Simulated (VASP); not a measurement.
OSZICAR of a VASP run on MgS (rock salt):

### OSZICAR
```
       N       E                     dE             d eps       ncg     rms          rms(c)
DAV:   1     0.152472910678E+02    0.15247E+02   -0.33173E+03   808   0.653E+02
DAV:   2    -0.938652256235E+01   -0.24634E+02   -0.23861E+02  1072   0.989E+01
DAV:   3    -0.100114906312E+02   -0.62497E+00   -0.62497E+00   904   0.207E+01
DAV:   4    -0.100140972628E+02   -0.26066E-02   -0.26066E-02  1224   0.147E+00
DAV:   5    -0.100140987087E+02   -0.14460E-05   -0.14460E-05   936   0.332E-02    0.463E+00
DAV:   6    -0.964636175635E+01    0.36774E+00   -0.94404E-01   800   0.476E+00    0.357E+00
DAV:   7    -0.959719699064E+01    0.49165E-01   -0.21006E-01   992   0.234E+00    0.222E+00
DAV:   8    -0.959257471389E+01    0.46223E-02   -0.92060E-03   904   0.728E-01    0.782E-01
DAV:   9    -0.959238349884E+01    0.19122E-03   -0.48298E-04   944   0.159E-01    0.246E-01
DAV:  10    -0.959237742780E+01    0.60710E-05   -0.20772E-05  1080   0.289E-02    0.858E-02
DAV:  11    -0.959237684374E+01    0.58406E-06   -0.47618E-06   992   0.128E-02    0.154E-02
DAV:  12    -0.959237681685E+01    0.26883E-07   -0.78022E-08   640   0.196E-03
   1 F= -.95923768E+01 E0= -.95923768E+01  d E =0.000000E+00
```

Q: Which electronic solver shows in the log?

A: It is blocked Davidson (ALGO = Normal, or the opening steps of other solvers). The INCAR had ALGO = Normal.

Q: Can the final energy be trusted as converged?

A: Self-consistency was reached. It stopped with EDIFF = 1E-7, NELM = 100 (LDA (Ceperley-Alder, Perdew-Zunger), plane waves, VASP's LDA PAW potentials (set 64)).

The compound is MgS in the rock salt structure. It was relaxed first.
